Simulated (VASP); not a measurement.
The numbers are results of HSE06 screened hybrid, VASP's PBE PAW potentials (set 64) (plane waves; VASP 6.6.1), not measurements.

Input for VASP

### KPOINTS
```
Automatic mesh
0
Gamma
1 1 1
0 0 0
```

**POSCAR**
```
CuGa32As32
1
   11.5222104212     0.0000000000     0.0000000000
    0.0000000000    11.5222104212     0.0000000000
    0.0000000000     0.0000000000    11.5222104212
Ga As Cu
32 32 1
Direct
  0.4987445094   0.9991424565   0.9992312393
  0.7511244559   0.2512876841   0.9993264000
  0.7510108293   0.9990669585   0.2512373511
  0.9992006280   0.9994855208   0.9992985243
  0.2488095441   0.2487392441   0.0000864391
  0.5010807199   0.5008555228   0.0004315964
  0.7504024751   0.7505060722   0.9994908591
  0.2483996655   0.9989588965   0.2486661178
  0.5033514993   0.2449603582   0.2469548390
  0.7498431365   0.5009683774   0.2490104910
  0.5012600838   0.9988391981   0.5014554716
  0.7500656531   0.2487807632   0.5014416978
  0.7503569201   0.9995258592   0.7504595700
  0.9986180723   0.4985895395   0.9991654639
  0.2513969162   0.7510124985   0.9987277925
  0.9998363269   0.2487037633   0.2490432866
  0.2449460929   0.5046240827   0.2453680754
  0.5013088326   0.7500150231   0.2488439448
  0.9989851646   0.9992379758   0.4988885539
  0.2470378152   0.2456379222   0.5038573230
  0.5047339787   0.5045850594   0.5055834907
  0.7515640182   0.7512157544   0.4987572263
  0.2510691528   0.9989838746   0.7513214975
  0.5014083226   0.2486950202   0.7507192827
  0.7512641452   0.4987185613   0.7515619510
  0.9983347294   0.7509332126   0.2514105071
  0.9998544132   0.5009108801   0.5013803610
  0.2486612492   0.7501255763   0.5014712573
  0.9989731379   0.2512030042   0.7512744215
  0.2485381742   0.5011469252   0.7506093614
  0.4987555569   0.7511798991   0.7518315350
  0.9993410157   0.7506784779   0.7505286400
  0.6272041375   0.1228812103   0.1229414384
  0.8749634581   0.3749758151   0.1256491957
  0.8748675452   0.1254069380   0.3751010233
  0.1242634106   0.1242188324   0.1244238492
  0.3748036973   0.3748510942   0.1248321833
  0.6256222174   0.6255246595   0.1244353450
  0.8748128797   0.8750415623   0.1249167492
  0.3748740883   0.1228476447   0.3751674346
  0.6253613844   0.3750494312   0.3755074956
  0.8749498982   0.6242980586   0.3750652281
  0.6253992822   0.1242488815   0.6256114704
  0.8749610555   0.3749340435   0.6248812312
  0.8747829728   0.1249337522   0.8749940772
  0.1220559581   0.6279046230   0.1222078041
  0.3750463364   0.8747771247   0.1252897864
  0.1244834228   0.3749018637   0.3751074963
  0.3750068550   0.6255508903   0.3752220949
  0.6248974483   0.8747899235   0.3749706110
  0.1229631181   0.1229405024   0.6273143661
  0.3752713528   0.3750679150   0.6263137352
  0.6280336286   0.6281812699   0.6281737008
  0.8751287269   0.8752447998   0.6251773794
  0.3749718943   0.1252958674   0.8752033642
  0.6247361207   0.3749787467   0.8754076765
  0.8750757828   0.6251762216   0.8751678166
  0.1249662099   0.8747281325   0.3751170233
  0.1242824536   0.6255425568   0.6257694153
  0.3748946686   0.8747891271   0.6251131184
  0.1251795426   0.3749909698   0.8753514175
  0.3750191427   0.6243608546   0.8752948195
  0.6251302468   0.8752553573   0.8753053514
  0.1248483171   0.8749866136   0.8750199833
  0.3758105119   0.3787887547   0.3745187507
```

**INCAR**
```
! general
SYSTEM    =  CuGa32As32
PREC      =  Normal
ENCUT     =  400   ! plane-wave cut-off (eV)
LREAL     =  Auto   ! projection in real space or not
LASPH     =  .TRUE.   ! aspherical one-centre terms
ISYM      =  0

! electronic loop
EDIFF     =  1E-5   ! SCF stop (eV)
NELM      =  50
NELMIN    =  4
ALGO      =  Normal
LMAXMIX   =  4

! smearing
ISMEAR    =  0
SIGMA     =  0.05

! functional
GGA       =  PE
LHFCALC   =  .TRUE.
AEXX      =  0.25
HFSCREEN  =  0.2   ! 1/Angstrom
PRECFOCK  =  Fast

! spin
ISPIN     =  2   ! spin-polarised
MAGMOM    =  65*0.0154
NUPDOWN   =  1

! ions
ISIF      =  0

! output
LWAVE     =  .FALSE.
LCHARG    =  .FALSE.
LORBIT    =  10
```

POTCAR, in this order: Ga As Cu (PBE.64 set). Program: vasp_gam. Read from the step before: WAVECAR.

Output of the run:

File OSZICAR:
```
       N       E                     dE             d eps       ncg     rms          rms(c)
DAV:   1    -0.314186999596E+03   -0.31419E+03   -0.22395E+01   922   0.242E+01    0.137E+01
DAV:   2    -0.314316217037E+03   -0.12922E+00   -0.17399E+00   938   0.962E+00    0.920E+00
DAV:   3    -0.314285271675E+03    0.30945E-01   -0.22230E-01   905   0.112E+00    0.542E+00
DAV:   4    -0.314261654984E+03    0.23617E-01   -0.29835E-02   976   0.189E+00    0.309E+00
DAV:   5    -0.314255553397E+03    0.61016E-02   -0.10892E-02   744   0.196E-01    0.172E+00
DAV:   6    -0.314253199659E+03    0.23537E-02   -0.19567E-03   984   0.400E-01    0.955E-01
DAV:   7    -0.314252452952E+03    0.74671E-03   -0.85527E-04   776   0.628E-02    0.525E-01
DAV:   8    -0.314252195090E+03    0.25786E-03   -0.18771E-04   960   0.109E-01    0.284E-01
DAV:   9    -0.314252125542E+03    0.69548E-04   -0.63472E-05   744   0.248E-02    0.153E-01
DAV:  10    -0.314252108388E+03    0.17154E-04   -0.13837E-05   432   0.242E-02    0.839E-02
DAV:  11    -0.314252107794E+03    0.59392E-06   -0.11093E-05   440   0.123E-02
   1 F= -.31425211E+03 E0= -.31425211E+03  d E =-.107048E-10  mag=     1.0000
```

### OUTCAR
```
------------------------ aborting loop because EDIFF is reached ----------------------------------------
  volume of cell :     1529.70
      direct lattice vectors                 reciprocal lattice vectors
    11.522210421  0.000000000  0.000000000     0.086788903  0.000000000  0.000000000
     0.000000000 11.522210421  0.000000000     0.000000000  0.086788903  0.000000000
     0.000000000  0.000000000 11.522210421     0.000000000  0.000000000  0.086788903
  FREE ENERGIE OF THE ION-ELECTRON SYSTEM (eV)
  ---------------------------------------------------
  free  energy   TOTEN  =      -314.2521077944 eV

  energy  without entropy=     -314.2521077944  energy(sigma->0) =     -314.25210779

  exchange ACFDT corr.  =         0.00000000  see jH, gK, PRB 81, 115126

 total charge

# of ion       s       p       d       tot
------------------------------------------
    1        1.092   1.185   0.137   2.414
    2        1.092   1.185   0.137   2.414
    3        1.092   1.184   0.137   2.414
    4        1.096   1.184   0.137   2.417
    5        1.097   1.176   0.136   2.409
    6        1.097   1.176   0.136   2.410
    7        1.096   1.185   0.137   2.418
    8        1.097   1.178   0.136   2.411
    9        1.083   1.207   0.143   2.433
   10        1.097   1.176   0.136   2.409
   11        1.097   1.178   0.137   2.412
   12        1.097   1.176   0.136   2.409
   13        1.096   1.185   0.137   2.418
   14        1.092   1.186   0.137   2.415
   15        1.092   1.185   0.137   2.415
   16        1.097   1.176   0.136   2.409
   17        1.084   1.207   0.143   2.435
   18        1.097   1.175   0.136   2.409
   19        1.092   1.184   0.137   2.412
   20        1.083   1.205   0.142   2.430
   21        1.084   1.207   0.143   2.434
   22        1.092   1.185   0.137   2.414
   23        1.092   1.184   0.137   2.413
   24        1.097   1.177   0.136   2.410
   25        1.092   1.184   0.137   2.413
   26        1.092   1.185   0.137   2.415
   27        1.097   1.176   0.136   2.409
   28        1.097   1.175   0.136   2.408
   29        1.092   1.183   0.137   2.412
   30        1.097   1.176   0.136   2.409
   31        1.092   1.185   0.137   2.414
   32        1.096   1.184   0.137   2.418
   33        1.215   1.620   0.026   2.861
   34        1.220   1.622   0.026   2.867
   35        1.220   1.621   0.026   2.867
   36        1.219   1.625   0.026   2.869
   37        1.225   1.602   0.026   2.853
   38        1.219   1.626   0.026   2.870
   39        1.218   1.624   0.026   2.867
   40        1.225   1.603   0.026   2.854
   41        1.225   1.601   0.026   2.852
   42        1.220   1.622   0.026   2.867
   43        1.219   1.625   0.026   2.869
   44        1.220   1.621   0.026   2.866
   45        1.218   1.624   0.026   2.867
   46        1.215   1.621   0.026   2.862
   47        1.220   1.622   0.026   2.867
   48        1.225   1.601   0.026   2.852
   49        1.224   1.601   0.026   2.851
   50        1.220   1.622   0.026   2.867
   51        1.215   1.619   0.026   2.860
   52        1.225   1.601   0.026   2.853
   53        1.215   1.620   0.026   2.861
   54        1.218   1.624   0.026   2.867
   55        1.220   1.622   0.026   2.867
   56        1.220   1.621   0.026   2.867
   57        1.218   1.624   0.026   2.867
   58        1.220   1.621   0.026   2.866
   59        1.219   1.625   0.026   2.869
   60        1.220   1.621   0.026   2.867
   61        1.220   1.622   0.026   2.867
   62        1.220   1.622   0.026   2.867
   63        1.218   1.624   0.026   2.867
   64        1.218   1.624   0.026   2.867
   65        0.296   0.234   9.402   9.932
--------------------------------------------------
tot         74.307  89.920  14.628 178.854

 magnetization (x)

# of ion       s       p       d       tot
------------------------------------------
    1        0.013   0.001  -0.000   0.013
    2        0.013   0.001  -0.000   0.014
    3        0.013   0.001  -0.000   0.013
    4        0.019   0.001  -0.000   0.020
    5        0.019   0.001  -0.000   0.020
    6        0.019   0.001  -0.000   0.020
    7        0.019   0.001  -0.000   0.020
    8        0.019   0.001  -0.000   0.020
    9        0.007  -0.000   0.001   0.007
   10        0.019   0.001  -0.000   0.020
   11        0.019   0.001  -0.000   0.020
   12        0.019   0.001  -0.000   0.020
   13        0.019   0.001  -0.000   0.020
   14        0.013   0.001  -0.000   0.013
   15        0.013   0.001  -0.000   0.014
   16        0.019   0.001  -0.000   0.020
   17        0.006  -0.000   0.000   0.007
   18        0.019   0.001  -0.000   0.020
   19        0.013   0.001  -0.000   0.014
   20        0.007  -0.000   0.001   0.007
...
```
(Selected blocks of OUTCAR.)

The supercell is sampled at Γ alone, which is coarse: total energies, pressure and levels can be off, energies of defects by several tenths of an eV.

The cell is a supercell with a defect, built from GaAs (zinc blende): Cu_i. The cell's shape comes from a PBE relaxation.
